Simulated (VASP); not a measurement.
OSZICAR of a VASP run on MoS₂ (2H layered):

OSZICAR:
```
       N       E                     dE             d eps       ncg     rms          rms(c)
DAV:   1     0.443273490317E+03    0.44327E+03   -0.29615E+04  1400   0.158E+03
DAV:   2    -0.210173163741E+02   -0.46429E+03   -0.45326E+03  1558   0.394E+02
DAV:   3    -0.462081907669E+02   -0.25191E+02   -0.24861E+02  1653   0.795E+01
DAV:   4    -0.467451221981E+02   -0.53693E+00   -0.53550E+00  1509   0.115E+01
DAV:   5    -0.467604790110E+02   -0.15357E-01   -0.15350E-01  1634   0.188E+00    0.304E+01
DAV:   6    -0.445829462705E+02    0.21775E+01   -0.28830E+01  1408   0.269E+01    0.132E+01
DAV:   7    -0.438930857217E+02    0.68986E+00   -0.12606E+01  1426   0.175E+01    0.744E+00
DAV:   8    -0.435485437228E+02    0.34454E+00   -0.17046E+00  1616   0.698E+00    0.276E+00
DAV:   9    -0.435596858296E+02   -0.11142E-01   -0.17295E-01  1715   0.201E+00    0.129E+00
DAV:  10    -0.435499848775E+02    0.97010E-02   -0.77899E-02  1503   0.149E+00    0.381E-01
DAV:  11    -0.435500066348E+02   -0.21757E-04   -0.29460E-03  1562   0.315E-01    0.206E-01
DAV:  12    -0.435498739139E+02    0.13272E-03   -0.78143E-04  1560   0.140E-01    0.726E-02
DAV:  13    -0.435498820752E+02   -0.81614E-05   -0.16874E-04  1690   0.686E-02    0.125E-02
DAV:  14    -0.435498853856E+02   -0.33104E-05   -0.13860E-05  1603   0.202E-02    0.152E-02
DAV:  15    -0.435498859923E+02   -0.60666E-06   -0.32845E-06  1506   0.108E-02    0.212E-03
DAV:  16    -0.435498860168E+02   -0.24576E-07   -0.88422E-07  1440   0.390E-03
   1 F= -.45046862E+02 E0= -.45046862E+02  d E =-.450469E+02
       N       E                     dE             d eps       ncg     rms          rms(c)
DAV:   1    -0.436040926639E+02   -0.54207E-01   -0.74390E+00  1247   0.119E+01    0.303E+00
DAV:   2    -0.436270380320E+02   -0.22945E-01   -0.38427E-01  1529   0.274E+00    0.102E+00
DAV:   3    -0.436243073228E+02    0.27307E-02   -0.15642E-02  1537   0.719E-01    0.839E-01
DAV:   4    -0.436239970891E+02    0.31023E-03   -0.89015E-03  1632   0.491E-01    0.232E-01
DAV:   5    -0.436233875487E+02    0.60954E-03   -0.48325E-03  1516   0.352E-01    0.558E-02
DAV:   6    -0.436233512231E+02    0.36326E-04   -0.37668E-04  1529   0.969E-02    0.669E-02
DAV:   7    -0.436233537342E+02   -0.25111E-05   -0.21808E-05  1657   0.205E-02    0.377E-02
DAV:   8    -0.436233538773E+02   -0.14310E-06   -0.52810E-06  1466   0.120E-02    0.105E-02
DAV:   9    -0.436233542757E+02   -0.39836E-06   -0.47688E-07  1416   0.349E-03    0.354E-03
DAV:  10    -0.436233543776E+02   -0.10192E-06   -0.69388E-08  1020   0.136E-03    0.119E-03
DAV:  11    -0.436233544177E+02   -0.40121E-07   -0.30894E-08   872   0.804E-04
   2 F= -.45119825E+02 E0= -.45119825E+02  d E =-.729630E-01
       N       E                     dE             d eps       ncg     rms          rms(c)
DAV:   1    -0.436233586007E+02   -0.42231E-05   -0.11540E-04  1352   0.471E-02    0.105E-02
DAV:   2    -0.436233590979E+02   -0.49723E-06   -0.59508E-06  1382   0.107E-02    0.401E-03
DAV:   3    -0.436233591344E+02   -0.36486E-07   -0.33758E-07  1134   0.340E-03
   3 F= -.45119826E+02 E0= -.45119826E+02  d E =-.729644E-01
       N       E                     dE             d eps       ncg     rms          rms(c)
DAV:   1    -0.437809251862E+02   -0.15757E+00   -0.73060E+00  1240   0.170E+01    0.320E+00
DAV:   2    -0.436901061634E+02    0.90819E-01   -0.60921E-01  1409   0.449E+00    0.169E+00
DAV:   3    -0.436694111594E+02    0.20695E-01   -0.58612E-02  1511   0.145E+00    0.632E-01
DAV:   4    -0.436616560292E+02    0.77551E-02   -0.26265E-02  1448   0.821E-01    0.456E-01
DAV:   5    -0.436614561570E+02    0.19987E-03   -0.21688E-03  1486   0.223E-01    0.783E-02
DAV:   6    -0.436614303863E+02    0.25771E-04   -0.60439E-04  1626   0.125E-01    0.582E-02
DAV:   7    -0.436614357992E+02   -0.54129E-05   -0.68995E-05  1533   0.447E-02    0.170E-02
DAV:   8    -0.436614391848E+02   -0.33856E-05   -0.79534E-06  1457   0.171E-02    0.846E-03
DAV:   9    -0.436614396235E+02   -0.43877E-06   -0.58990E-07  1380   0.348E-03    0.414E-03
DAV:  10    -0.436614398323E+02   -0.20873E-06   -0.43155E-07  1283   0.321E-03    0.139E-03
DAV:  11    -0.436614397557E+02    0.76590E-07   -0.68001E-08   886   0.120E-03
   4 F= -.45154613E+02 E0= -.45154613E+02  d E =-.347874E-01
       N       E                     dE             d eps       ncg     rms          rms(c)
DAV:   1    -0.438368882560E+02   -0.17545E+00   -0.95275E+00  1240   0.193E+01    0.374E+00
DAV:   2    -0.437175642080E+02    0.11932E+00   -0.81401E-01  1423   0.519E+00    0.196E+00
DAV:   3    -0.436900749050E+02    0.27489E-01   -0.77881E-02  1511   0.168E+00    0.737E-01
DAV:   4    -0.436797268181E+02    0.10348E-01   -0.34398E-02  1448   0.940E-01    0.539E-01
DAV:   5    -0.436794184992E+02    0.30832E-03   -0.28842E-03  1503   0.256E-01    0.925E-02
DAV:   6    -0.436793776087E+02    0.40891E-04   -0.80111E-04  1591   0.146E-01    0.681E-02
DAV:   7    -0.436793868952E+02   -0.92865E-05   -0.84112E-05  1526   0.499E-02    0.204E-02
DAV:   8    -0.436793926778E+02   -0.57826E-05   -0.10925E-05  1436   0.198E-02    0.101E-02
DAV:   9    -0.436793932589E+02   -0.58105E-06   -0.75189E-07  1388   0.396E-03    0.518E-03
DAV:  10    -0.436793936245E+02   -0.36561E-06   -0.76957E-07  1255   0.422E-03    0.202E-03
DAV:  11    -0.436793935171E+02    0.10741E-06   -0.10645E-07   902   0.151E-03    0.123E-03
DAV:  12    -0.436793935074E+02    0.96679E-08   -0.43436E-08   858   0.929E-04
   5 F= -.45168502E+02 E0= -.45168502E+02  d E =-.486755E-01
       N       E                     dE             d eps       ncg     rms          rms(c)
DAV:   1    -0.436797597718E+02   -0.36625E-03   -0.13255E-02  1254   0.720E-01    0.129E-01
DAV:   2    -0.436795932514E+02    0.16652E-03   -0.10928E-03  1408   0.189E-01    0.704E-02
DAV:   3    -0.436795562898E+02    0.36962E-04   -0.97830E-05  1510   0.602E-02    0.261E-02
DAV:   4    -0.436795420271E+02    0.14263E-04   -0.49588E-05  1425   0.358E-02    0.174E-02
DAV:   5    -0.436795418994E+02    0.12765E-06   -0.33893E-06  1362   0.937E-03    0.407E-03
DAV:   6    -0.436795416858E+02    0.21363E-06   -0.13707E-06  1408   0.607E-03    0.247E-03
DAV:   7    -0.436795416357E+02    0.50036E-07   -0.25374E-07  1077   0.302E-03
   6 F= -.45168493E+02 E0= -.45168493E+02  d E =-.486668E-01
       N       E                     dE             d eps       ncg     rms          rms(c)
DAV:   1    -0.436794356602E+02    0.10603E-03   -0.30716E-02  1261   0.852E-01    0.180E-01
DAV:   2    -0.436794886778E+02   -0.53018E-04   -0.18923E-03  1522   0.195E-01    0.699E-02
DAV:   3    -0.436794671919E+02    0.21486E-04   -0.24619E-04  1489   0.851E-02    0.644E-02
DAV:   4    -0.436794556305E+02    0.11561E-04   -0.37037E-05  1559   0.326E-02    0.367E-02
DAV:   5    -0.436794528779E+02    0.27526E-05   -0.14888E-05  1568   0.195E-02    0.478E-03
DAV:   6    -0.436794527923E+02    0.85618E-07   -0.11605E-06  1419   0.606E-03    0.260E-03
DAV:   7    -0.436794528247E+02   -0.32338E-07   -0.14114E-07   858   0.213E-03
   7 F= -.45168569E+02 E0= -.45168569E+02  d E =-.758754E-04
       N       E                     dE             d eps       ncg     rms          rms(c)
DAV:   1    -0.436795634842E+02   -0.11069E-03   -0.46972E-03  1275   0.333E-01    0.716E-02
DAV:   2    -0.436795727266E+02   -0.92423E-05   -0.28675E-04  1515   0.761E-02    0.273E-02
DAV:   3    -0.436795703413E+02    0.23853E-05   -0.36321E-05  1489   0.328E-02    0.250E-02
DAV:   4    -0.436795687042E+02    0.16371E-05   -0.55502E-06  1545   0.126E-02    0.142E-02
DAV:   5    -0.436795688748E+02   -0.17068E-06   -0.21567E-06  1575   0.744E-03    0.184E-03
DAV:   6    -0.436795687546E+02    0.12024E-06   -0.15629E-07   905   0.232E-03    0.961E-04
DAV:   7    -0.436795687398E+02    0.14794E-07   -0.32974E-08   760   0.102E-03
   8 F= -.45168621E+02 E0= -.45168621E+02  d E =-.127569E-03
```

Task: Which electronic solver shows in the log?

Result: It is blocked Davidson (ALGO = Normal, or the opening steps of other solvers). The INCAR had ALGO = Normal.

Task: Can the final energy be trusted as converged?

Result: The calculation finished and met its thresholds. It stopped with EDIFF = 1E-7, NELM = 100, NSW = 30 and EDIFFG = -0.01 after 8 ionic steps (PBE GGA with D3 dispersion (zero damping), plane waves, VASP's PBE PAW potentials (set 64)).

The compound is MoS2 in the 2H layered structure. This cell is one point of a volume scan, at 1.06 of the reference volume. Symmetry was kept, so distortions that lower it aren't found.
